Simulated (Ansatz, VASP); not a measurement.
# Hf2NF2 in two plane-wave programs

Wanted: the spread between two codes on one cell, functional and k mesh. The structure shown is the start of the Ansatz relaxation below; VASP solves that cell, so the two are compared at the walk's first step.

Method: plane waves, with VASP 6.6.1 beside it; single point at PBEsol, in Ansatz 0.2.0.

**1. The structure**

The cell holds 5 atoms: 1 N, 2 Hf and 2 F. Cell: a = 3.225 Å, b = 3.225 Å, c = 33.200 Å, α = 90.0°, β = 90.0°, γ = 120.0°. Vacuum lies along c.

**2. Ansatz: relaxation, PBEsol**

Ansatz runs on its PAW soft_1 files.

The two programs are compared at the cell with which this relaxation starts, whose forces are those of its first step.

Input file input.yaml:

```yaml
crystal:
  lattice:
    - [3.2246190786, 0.0, 0.0]
    - [-1.6123095393, 2.7926020396, 0.0]
    - [0.0, 0.0, 33.2]
  atoms:
    - { symbol: "N", position: [0.0, 0.0, 0.3012048193] }
    - { symbol: Hf, position: [0.3333333333, 0.6666666667, 0.3354400808] }
    - { symbol: Hf, position: [0.6666666667, 0.3333333333, 0.2669695577] }
    - { symbol: F, position: [0.6666666667, 0.3333333333, 0.3753361462] }
    - { symbol: F, position: [0.3333333333, 0.6666666667, 0.2270734924] }
  periodic: [true, true, false]
kpoints:
  mp_grid: { grid: [12, 12, 1] }
hamiltonian:
  xc: pbesol
  pseudopotentials: { kind: paw, azcp: { folder: soft_1 }, xc_functional: pbe }
scf:
  occupations: { method: gaussian, width: 0.1 }
output:
  forces: true
  stress: true
  eigenvalues: true
  write_density: true
  write_potential: true
  elf: true
  volumetric_format: npy
relax:
  adjacent_minimum: "off"
  f_tol: 0.005
  max_steps: 80
  cell: { stress_2d_tol: 0.02 }
```

Launch:

```console
$ ansatz run input.yaml --threads 4 --pin off --max-ram 16384MiB --backend cpu --events-out ev --progress --plain --runs-dir out
```

Numbers of over 12 decimals in the logs are rounded to 6 here.

What it wrote:

```text
Engine: ansatz 0.2.0, aarch64-unknown-linux-gnu
Pseudopotentials: kind: paw
Pseudopotential: N, paw, valence charge 5, recommended cutoff 420 eV (normal), soft_1/N.paw.azcp
Pseudopotential: Hf, paw, valence charge 26, recommended cutoff 420 eV (normal), soft_1/Hf.paw.azcp
Pseudopotential: F, paw, valence charge 7, recommended cutoff 420 eV (normal), soft_1/F.paw.azcp
Functional definition: PBEsol
  exchange = pbesol_x
  correlation = pbesol_c
Crystal: 5 atoms, lattice volume = 298.969 Å³
Basis set: ecut = 420 eV, 5955 PW (Γ), exchange–correlation on 48×48×450 points (8 copies of the dense FFT grid, shifted against one another)
Bands: 43, of which v1, the nominal top of the filled ones, is band 36 counted from 1 (35 counted from 0)
Symmetry: 12 space group operations
Space group: P-3m1 (ITA 164), of the structure as read, at distance tolerance 6.7e-5 Å
k-points: 19 of 144
Non-local potential: N, projectors of the file, l = 0: 2, l = 1: 2, l = 2: 1
Non-local potential: Hf, projectors of the file, l = 0: 3, l = 1: 2, l = 2: 2, l = 3: 3
Non-local potential: F, projectors of the file, l = 0: 2, l = 1: 2, l = 2: 1
PAW form: soft (Blöchl's): semilocal exchange-correlation on the pseudo side does not see the compensation charge
PAW frozen core: N, regenerated for the run's functional, and the local potential with it (the file was generated under x = pbe(κ = 0.804, μ = 0.219515), c = pbe(β = 0.066725))
PAW frozen core: Hf, regenerated for the run's functional, and the local potential with it (the file was generated under x = pbe(κ = 0.804, μ = 0.219515), c = pbe(β = 0.066725))
PAW frozen core: F, regenerated for the run's functional, and the local potential with it (the file was generated under x = pbe(κ = 0.804, μ = 0.219515), c = pbe(β = 0.066725))
PAW one-centre angular grid: N, 110 points (default); XC on 64 Gauss nodes
PAW one-centre angular grid: Hf, 590 points (default); XC on 64 Gauss nodes
PAW one-centre angular grid: F, 110 points (default); XC on 64 Gauss nodes
Initial density: superposition of atomic densities (neutral atoms: chi_scale 0, normalization atom)
Initial wavefunctions: pseudopotential atomic-orbital guess
Functional: x = pbesol(κ = 0.804, μ = 0.123457), c = pbesol(β = 0.046)
SCF iter   1: F=—  HF=-33186.817770 eV  |F-HF|=—  |Δ(HF+E_count)|=         —  Δρ=5.18e-2  dr2=1.33e1  ethr=3.10e-3  ⟨swp⟩=12.6  Hψ=5057  notcnv=0  defer=1
preconditioner: auto → LDOS  [metal: Δε(μ)=0.037 eV  Ē_g=18.001 eV  σ=0.100 eV  W_gap=0.21  n_scr=22 (ndim 8)  ℏωp=17.6 eV  f_vac=0.774  D(μ)=1.33/eV (n_scr^D=8)  β→1.0]
SCF iter   2: F=—  HF=-33185.260790 eV  |F-HF|=—  |Δ(HF+E_count)|=    1.56e0  Δρ=5.55e-2  dr2=7.91e0  ethr=3.10e-3  ⟨swp⟩=6.1  Hψ=2474  notcnv=0  defer=41
SCF iter   3: F=—  HF=-33183.338770 eV  |F-HF|=—  |Δ(HF+E_count)|=    1.92e0  Δρ=6.78e-3  dr2=2.49e-1  ethr=3.10e-3  ⟨swp⟩=5.3  Hψ=2410  notcnv=0  defer=27
SCF iter   4: F=—  HF=-33183.274671 eV  |F-HF|=—  |Δ(HF+E_count)|=   6.41e-2  Δρ=2.34e-3  dr2=1.84e-2  ethr=3.50e-4  ⟨swp⟩=4.2  Hψ=2218  notcnv=0  defer=27
SCF iter   5: F=—  HF=-33183.271526 eV  |F-HF|=—  |Δ(HF+E_count)|=   3.14e-3  Δρ=7.41e-4  dr2=8.02e-4  ethr=2.59e-5  ⟨swp⟩=3.2  Hψ=2113  notcnv=0  defer=27
SCF iter   6: F=—  HF=-33183.271317 eV  |F-HF|=—  |Δ(HF+E_count)|=   2.10e-4  Δρ=3.11e-4  dr2=2.91e-4  ethr=1.13e-6  ⟨swp⟩=3.8  Hψ=2159  notcnv=0  defer=27
SCF iter   7: F=—  HF=-33183.271336 eV  |F-HF|=—  |Δ(HF+E_count)|=   1.94e-5  Δρ=8.99e-5  dr2=3.43e-5  ethr=4.10e-7  ⟨swp⟩=3.3  Hψ=1730  notcnv=0  defer=27
SCF iter   8: F=—  HF=-33183.271181 eV  |F-HF|=—  |Δ(HF+E_count)|=   1.55e-4  Δρ=2.32e-5  dr2=1.41e-6  ethr=4.83e-8  ⟨swp⟩=3.8  Hψ=2098  notcnv=0  defer=27
iter 9 did not close the SCF: its close was put off until two iterations running show no level that it waits for move by more than its bar (scf_convergence_deferred on its scf_iter line)
SCF iter   9: F=-33183.271184 eV  HF=-33183.271184 eV  |F-HF|=1.04e-7  |Δ(HF+E_count)|=   2.32e-6  Δρ=4.53e-6  dr2=3.64e-8  ethr=1.00e-12  ⟨swp⟩=19.7  Hψ=23732  notcnv=0
[...]
SCF iter  10: F=-33183.271184 eV  HF=-33183.271184 eV  |F-HF|=2.98e-8  |Δ(HF+E_count)|=   8.53e-8  Δρ=1.20e-6  dr2=2.81e-9  ethr=1.00e-12  ⟨swp⟩=11.8  Hψ=14369  notcnv=0
SCF iter  11: F=-33183.271184 eV  HF=-33183.271184 eV  |F-HF|=2.44e-9  |Δ(HF+E_count)|=   2.82e-8  Δρ=2.69e-7  dr2=1.38e-10  ethr=3.96e-12  ⟨swp⟩=22.1  Hψ=11045  notcnv=0
SCF 1 converged in 11 iterations: F = -33183.271184 eV  dr2 = 1.38e-10
  greatest PAW one-centre occupation: 0.998 electrons in one spin orbital (limit 2), on the Hf atom at site 2 (counted from 0), in its partial waves of l = 3
[...]
iter 1 solved again at ethr=3.49e-7 eV; its pass at ethr=3.10e-3 eV (dr2=2.48e-4 eV) is discarded
SCF iter   1: F=—  HF=-33183.271891 eV  |F-HF|=—  |Δ(HF+E_count)|=         —  Δρ=3.07e-6  dr2=1.12e-8  ethr=3.49e-7  ⟨swp⟩=7.3  Hψ=9039  notcnv=0
eigensolver tolerance schedule: the retry pair's looser diagonalisation over-reported the residual by 22173.59 of it (diagonalisation noise at an unbounded share of the residual, at the tolerance the schedule requests for it); recorded, not acted on — ethr = c·dr2/N_el stays at c = 1.0e-1
SCF iter   2: F=—  HF=-33183.271721 eV  |F-HF|=—  |Δ(HF+E_count)|=   1.70e-4  Δρ=4.29e-6  dr2=2.85e-8  ethr=1.57e-11  ⟨swp⟩=14.2  Hψ=5628  notcnv=2
SCF iter   3: F=—  HF=-33183.271721 eV  |F-HF|=—  |Δ(HF+E_count)|=   1.70e-9  Δρ=1.23e-6  dr2=1.89e-9  ethr=1.57e-11  ⟨swp⟩=3.6  Hψ=1710  notcnv=0
SCF iter   4: F=—  HF=-33183.271721 eV  |F-HF|=—  |Δ(HF+E_count)|=  5.82e-11  Δρ=9.61e-7  dr2=1.37e-9  ethr=2.66e-12  ⟨swp⟩=3.7  Hψ=1816  notcnv=0
SCF iter   5: F=—  HF=-33183.271721 eV  |F-HF|=—  |Δ(HF+E_count)|=  7.28e-11  Δρ=2.96e-7  dr2=1.26e-10  ethr=1.93e-12  ⟨swp⟩=2.6  Hψ=1667  notcnv=0
SCF iter   6: F=—  HF=-33183.271721 eV  |F-HF|=—  |Δ(HF+E_count)|=  1.53e-10  Δρ=8.42e-8  dr2=9.70e-12  ethr=1.00e-12  ⟨swp⟩=3.3  Hψ=1766  notcnv=0
SCF iter   7: F=-33183.271721 eV  HF=-33183.271721 eV  |F-HF|=4.66e-10  |Δ(HF+E_count)|=  2.84e-10  Δρ=4.18e-8  dr2=2.11e-12  ethr=1.00e-12  ⟨swp⟩=14.1  Hψ=13919  notcnv=0
SCF 7 converged in 7 iterations: F = -33183.271721 eV  dr2 = 2.11e-12
  Residual-converged pass: ⟨swp⟩=1.6  Hψ=1037  notcnv=0  max |occ|·‖R‖ = 7.1e-9 eV (tolerance 1.0e-8 eV)  dr2=2.11e-12  dr2_onsite=8.94e-13  max |Δocc| = 1.4e-13
relax step   7: F+E_penalty+E_count = -33183.27172096 eV  Δ(F+E_penalty+E_count) = +5.303e-5 eV  max|allowed force component| = 4.178e-5 eV/Å  Δτ_max = 0.0000 Å  P = -0.002 N/m  Ω = 297.875 Å³  fix = [c, alpha, beta]  reactions: c -0.000 N/m  stress off target by 1.97e-3 N/m on what of the cell is left free  SCF on the basis re-selected at this cell (its energy is not comparable with the rows above)  (7 SCF iters)
basis re-selected at this cell: Δ(F+E_penalty+E_count) = +5.303e-5 eV, ΔP = -0.000 N/m vs the last step (what re-selecting the basis moved, of the pressure what is left beyond the Pulay correction that the steps carried, after the strain that the cell walked since its last selection, with what the two solves' SCF thresholds leave and, on support functions, any second-order correction that the steps lacked; it is no m [...]
WARN: The output density's exchange-correlation potential varies sharply where the density is thin. Do not read a vacuum level from v_tot or v_xc, or from such a field of the output density. On a cell that repeats whose density bears no net charge and no dipole along the vacuum's axis use v_es (v_loc + v_h of the components); under efield.dipole_correction with no amplitude use v_es + v_field, which holds any externa [...]
SCF converged after 7 iterations
Free energy (F): -33183.271721 eV
Harris-Foulkes:  -33183.271721 eV  (|F-HF|=4.66e-10)
Internal energy: -33183.261429 eV  (E = F + TS)
E sigma→0 (E₀):  -33183.266575 eV
Entropy (-TS):   -0.010291 eV (-2.058 meV/atom)
Fermi energy:    -3.149321 eV
--- Per-component energies (eV) ---
  E_band       = -1503.228868
  E_kinetic    = 1347.763439
  E_local      = -346178.277633  (includes V_loc(G=0)·N_el)
  E_nonlocal   = 343.800575
  E_hartree    = 172027.959235
  E_xc         = -741.592314
  E_vxc        = -782.824249  (∫ρ·V_xc dr)
  E_paw        = -15672.558583  (= ΣΔE_a)
  E_vpaw       = -289.611990  (= ΣTr[D̂ρ^β])
  E_aug_tail   = 0.002376  (compensation charges beyond the density's cutoff)
  E_ewald      = 155687.026380
  E_core_change = 2.615096  (= ΣΔE_core)
  E_smearing   = -0.010291  (= −TS)
  E_closure    = 0.000000  (closes the sum)
  Σ components = -33183.271721   (vs F -33183.271721, Δ=0.00e0)
--- Forces (eV/Å), atoms counted from 1 ---
  atom   1  N      0.00000000     0.00000000     0.00000000
  atom   2  Hf     0.00000000     0.00000000     0.00004178
  atom   3  Hf     0.00000000    -0.00000000    -0.00004178
  atom   4  F      0.00000000    -0.00000000    -0.00001424
  atom   5  F      0.00000000     0.00000000     0.00001424
  max |Σ_I F_I| component: 3.70e-17 eV/Å
--- 2D stress c σ (N/m, compression-positive) ---
       -0.001965       0.000000      -0.000000
        0.000000      -0.001965       0.000000
       -0.000000       0.000000      -0.000000
  P = ½ c Tr σ = -0.0020 N/m
--- Band table (eV; the first three rows and the last of 19) ---
  k-point 0: bands = [... 32 lower, -9.0324, -9.0324, -3.7208, -3.7208, -3.1250, -2.7633, -2.2639, -0.8586 (-0.8586°), ... 3 higher]
  k-point 1: bands = [... 32 lower, -9.2144, -9.0673, -4.0664, -3.5563, -2.9121, -2.7179, -1.9268, -1.2979 (-1.2979°), ... 3 higher]
  k-point 2: bands = [... 32 lower, -9.4348, -9.1361, -4.7016, -3.0845, -2.8818, -2.1727, -1.6647, -1.0501 (-1.0501°), ... 3 higher]
  k-point 18: bands = [... 32 lower, -9.8840, -9.2626, -3.3736, -3.2066, -3.2066, -0.7667, 0.1127, 0.1127, ... 3 higher]
  ° read free of the cell's end (the report's vacuum.weakly_bound_levels)
--- Relaxed structure (5 steps of the walk, 5 accepted, 2 SCFs on fresh bases) ---
  F+E_penalty+E_count = -33183.27172096 eV   max|allowed force component| = 4.178e-5 eV/Å   (the final SCF, on the basis selected at the relaxed cell)
  cell:  # Å, volume = 297.8753 Å³
    - [3.218717, 0.0, 0]
    - [-1.609359, 2.787491, 0]
    - [0, 0, 33.2]
  atoms:
    - { symbol: N, position: [0, 0, 0.30120481928] }
    - { symbol: Hf, position: [0.333333, 0.666667, 0.335586] }
    - { symbol: Hf, position: [0.666667, 0.333333, 0.266824] }
    - { symbol: F, position: [0.666667, 0.333333, 0.375587] }
    - { symbol: F, position: [0.333333, 0.666667, 0.226823] }
```

**3. VASP: single point, PBEsol, start cell, pair 1**

The same cell, functional, mesh and smearing now go to VASP, with its own data sets.

Lines of VASP's logs that name or quote its potential files are left out, and so is its time.

Input file INCAR:

```
SYSTEM = Hf2NF2
PREC = Accurate
ENCUT = 520
EDIFF = 1E-06
NELM = 120
ISMEAR = 0
SIGMA = 0.1
LREAL = .FALSE.
ALGO = Normal
GGA = PS
NBANDS = 25
LASPH = .TRUE.
LORBIT = 11
LWAVE = .FALSE.
LCHARG = .FALSE.
ISIF = 2
LDIPOL = .TRUE.
IDIPOL = 3
DIPOL = 0.5 0.5 0.301
LVHAR = .TRUE.
GGA_COMPAT = .FALSE.
NELMDL = -8
KPAR = 2
```

Input file POSCAR:

```
Hf2NF2
1.0
    3.2246190000      0.0000000000      0.0000000000
   -1.6123100000      2.7926020000      0.0000000000
    0.0000000000      0.0000000000     33.2000000000
N Hf F
1 2 2
Direct
    0.0000000000      0.0000000000      0.3012048193
    0.3333334964      0.6666667860      0.3354400904
    0.6666668137      0.3333332140      0.2669695482
    0.6666668137      0.3333332140      0.3753361446
    0.3333334964      0.6666667860      0.2270734940
```

Input file KPOINTS:

```
Automatic mesh
0
Gamma
12 12 1
0 0 0
```

The projector-augmented-wave data sets are N, Hf_pv and F (PBE family, release 64).

Launch:

```console
$ mpirun -np 2 vasp_std
```

What it wrote:

```text
[banner, memory and clock lines left out]
running    2 mpi-ranks, on    1 nodes
 distrk:  each k-point on    1 cores,    2 groups
 distr:  one band on    1 cores,    1 groups

 POSCAR found type information on POSCAR N HfF
 POSCAR found :  3 types and       5 ions
|                                                                             |
|               ----> ADVICE to this user running VASP <----                  |
|                                                                             |
|     You enforced a specific xc type in the INCAR file but a different       |
|     [... a line on the potential file left out ...]
|     I HOPE YOU KNOW WHAT YOU ARE DOING!                                     |
|                                                                             |

 LDA part: xc-table for (Slater+PW92), standard interpolation
 POSCAR, INCAR and KPOINTS ok, starting setup
 FFT: planning ... GRIDC
 FFT: planning ... GRID_SOFT
 FFT: planning ... GRID
 WAVECAR not read
 entering main loop
       N       E                     dE             d eps       ncg     rms          rms(c)
DAV:   1     0.320632387076E+03    0.32063E+03   -0.18989E+04  1166   0.121E+03
DAV:   2    -0.111288158392E+02   -0.33176E+03   -0.32595E+03  1277   0.301E+02
DAV:   3    -0.499897251039E+02   -0.38861E+02   -0.38680E+02  1172   0.103E+02
DAV:   4    -0.508531538189E+02   -0.86343E+00   -0.85550E+00  1252   0.169E+01
DAV:   5    -0.508724004982E+02   -0.19247E-01   -0.19225E-01  1236   0.229E+00
DAV:   6    -0.508730208895E+02   -0.62039E-03   -0.62022E-03  1292   0.436E-01
DAV:   7    -0.508730455416E+02   -0.24652E-04   -0.24648E-04  1236   0.801E-02
DAV:   8    -0.508730467368E+02   -0.11952E-05   -0.11949E-05  1236   0.182E-02    0.704E+01
DAV:   9    -0.459716980739E+02    0.49013E+01   -0.24312E+01  1134   0.283E+01    0.481E+01
DAV:  10    -0.457896141222E+02    0.18208E+00   -0.21212E+00  1217   0.946E+00    0.488E+00
DAV:  11    -0.457336882554E+02    0.55926E-01   -0.27663E-01  1260   0.267E+00    0.176E+00
DAV:  12    -0.457257689683E+02    0.79193E-02   -0.23837E-02  1284   0.107E+00    0.427E-01
DAV:  13    -0.457237004177E+02    0.20686E-02   -0.42914E-03  1340   0.532E-01    0.280E-01
DAV:  14    -0.457234560148E+02    0.24440E-03   -0.65236E-04  1292   0.167E-01    0.953E-02
[...]
DAV:  19    -0.457247036117E+02   -0.23753E-03   -0.21017E-05  1268   0.249E-02    0.294E-02
DAV:  20    -0.457248821386E+02   -0.17853E-03   -0.96472E-06  1091   0.165E-02    0.319E-03
DAV:  21    -0.457249634749E+02   -0.81336E-04   -0.25641E-06   985   0.721E-03    0.287E-03
DAV:  22    -0.457250136798E+02   -0.50205E-04   -0.20189E-06   951   0.454E-03    0.110E-03
DAV:  23    -0.457250298309E+02   -0.16151E-04   -0.62063E-07   916   0.251E-03    0.541E-04
DAV:  24    -0.457250357654E+02   -0.59345E-05   -0.22746E-07   924   0.141E-03    0.176E-04
DAV:  25    -0.457250379266E+02   -0.21612E-05   -0.90285E-08   890   0.824E-04    0.196E-04
DAV:  26    -0.457250382215E+02   -0.29493E-06   -0.12609E-08   862   0.373E-04
   1 F= -.45725038E+02 E0= -.45719847E+02  d E =-.103827E-01
```

OUTCAR, selected parts (step 3):

```text
ion  position               nearest neighbor table
   1  0.000  0.000  0.301-   2 2.18   3 2.18   3 2.18   2 2.18   2 2.18   3 2.18
   2  0.333  0.667  0.335-   1 2.18   1 2.18   1 2.18   4 2.28   4 2.28   4 2.28   3 2.94   3 2.94
                             3 2.94
   3  0.667  0.333  0.267-   1 2.18   1 2.18   1 2.18   5 2.28   5 2.28   5 2.28   2 2.94   2 2.94
                             2 2.94
   4  0.667  0.333  0.375-   2 2.28   2 2.28   2 2.28
   5  0.333  0.667  0.227-   3 2.28   3 2.28   3 2.28

  LATTYP: Found a hexagonal cell.
 ALAT       =     3.2246190000
 C/A-ratio  =    10.2957899833

 Subroutine GETGRP returns: Found 12 space group operations
 (whereof  6 operations were pure point group operations)

The static configuration has the point symmetry C_3v.
 The point group associated with its full space group is D_3d.

 Found     19 irreducible k-points:

   k-points           NKPTS =     19   k-points in BZ     NKDIM =     19   number of bands    NBANDS=     25

   dimension x,y,z NGX =    24 NGY =   24 NGZ =  250
   dimension x,y,z NGXF=    48 NGYF=   48 NGZF=  500

   ENCUT  =  520.0 eV  38.22 Ry    6.18 a.u.   6.00  6.00 61.73*2*pi/ulx,y,z

   NELECT =      39.0000    total number of electrons

 k-points in reciprocal lattice and weights: Automatic mesh
   0.00000000  0.00000000  0.00000000       0.007
   0.08333333 -0.00000000  0.00000000       0.042
   0.16666667 -0.00000000  0.00000000       0.042
   0.25000000  0.00000000  0.00000000       0.042
   0.33333333 -0.00000000  0.00000000       0.042
   0.41666667  0.00000000  0.00000000       0.042
   0.50000000  0.00000000  0.00000000       0.021
   0.08333333  0.08333333  0.00000000       0.042
   0.16666667  0.08333333  0.00000000       0.083
[...]
0.33333333  0.25000000  0.00000000       0.083
   0.33333333  0.33333333  0.00000000       0.014

 dipolmoment           0.000000      0.000000     -0.000002 electrons x Angstroem

 average (electrostatic) potential at core
       1 -71.9288       2 -44.1989       3 -44.1989       4 -83.7644       5 -83.7644

 E-fermi :  -1.1287

 k-point     1 :       0.0000    0.0000    0.0000
  band No.  band energies     occupation
    ...
     17      -7.0842      2.00000
     18      -7.0842      2.00000
     19      -1.6942      2.00000
     20      -1.6942      2.00000
     21      -1.1000      0.68451
     22      -0.6551      0.00000
     23      -0.2461      0.00000
     24       1.1955      0.00000
     25       1.5554      0.00000

 k-point     2 :       0.0833   -0.0000    0.0000
  band No.  band energies     occupation
    ...
     16      -7.5241      2.00000
     17      -7.2572      2.00000
     18      -7.1140      2.00000
     19      -2.0418      2.00000
     20      -1.5324      2.00000
     21      -0.8647      0.00019
     22      -0.6438      0.00000
     23       0.1002      0.00000
     24       0.7571      0.00000
     25       1.4444      0.00000

 k-point     3 :       0.1667   -0.0000    0.0000
  band No.  band energies     occupation
    ...
     15      -9.0579      2.00000
     16      -7.5669      2.00000
     17      -7.4336      2.00000
     18      -7.1700      2.00000
     19      -2.6721      2.00000
     20      -1.0671      0.38345
     21      -0.8203      0.00001
     22      -0.1345      0.00000
     23       0.3807      0.00000
     24       0.9857      0.00000
    ...

  Total       -1.0017556     -1.0017556     -0.6930146      0.0000002      0.0000000     -0.0000000
  in kB       -5.3684240     -5.3684241     -3.7138761      0.0000010      0.0000000     -0.0000000
  external PRESSURE =      -4.8169081 kB  Pullay stress =       0.0000000 kB

  energy-cutoff  :      520.00
  volume of cell :      298.97
      direct lattice vectors                 reciprocal lattice vectors
     3.224619000  0.000000000  0.000000000     0.310114156  0.179044545  0.000000000
    -1.612310000  2.792602000  0.000000000     0.000000000  0.358088979  0.000000000
     0.000000000  0.000000000 33.200000000     0.000000000  0.000000000  0.030120482

 POSITION                                       TOTAL-FORCE (eV/Angst)
 -----------------------------------------------------------------------------------
      0.00000      0.00000     10.00000        -0.000000     -0.000000      0.000000
      0.00000      1.86173     11.13661        -0.000000      0.000000      0.039967
      1.61231      0.93087      8.86339        -0.000000     -0.000000     -0.039967
      1.61231      0.93087     12.46116         0.000000     -0.000000     -0.136359
      0.00000      1.86173      7.53884        -0.000000      0.000000      0.136359
 -----------------------------------------------------------------------------------
    total drift:                               -0.002018      0.000000     -0.000016

  FREE ENERGIE OF THE ION-ELECTRON SYSTEM (eV)
  ---------------------------------------------------
  free  energy   TOTEN  =       -45.7250382215 eV

  energy  without entropy=      -45.7146555646  energy(sigma->0) =      -45.71984689

 vacuum level on the upper side and lower side of the slab         2.045         2.045

 total charge
# of ion       s       p       d       tot
------------------------------------------
    1        1.229   2.524   0.000   3.753
    2        0.267   6.472   1.888   8.626
    3        0.267   6.472   1.888   8.626
    4        1.733   4.340   0.000   6.074
    5        1.733   4.340   0.000   6.074
--------------------------------------------------
tot          5.228  24.148   3.776  33.152

[... 3 further parts left out ...]
```

This run has no spin polarisation. Its electron count is odd, so without a moment it is a metal by construction. Harder data sets than Hf_pv exist (the GW ones), and pressures, volumes and forces can shift noticeably with them.

(Part 1 of 2 ends here.)

[Lines on the potential files, build, host, timing and source positions are cut from VASP's logs without a mark.]

[Logs are printed without paths, hosts, clocks, repeated set-up lines and the standing remarks that a program may print on its own settings, such as how far it seeks lower states.]

[Hosts, paths, dates, database ids (printed as entryN), source tags and the programs' standing remarks are cut or masked in the printed files.]
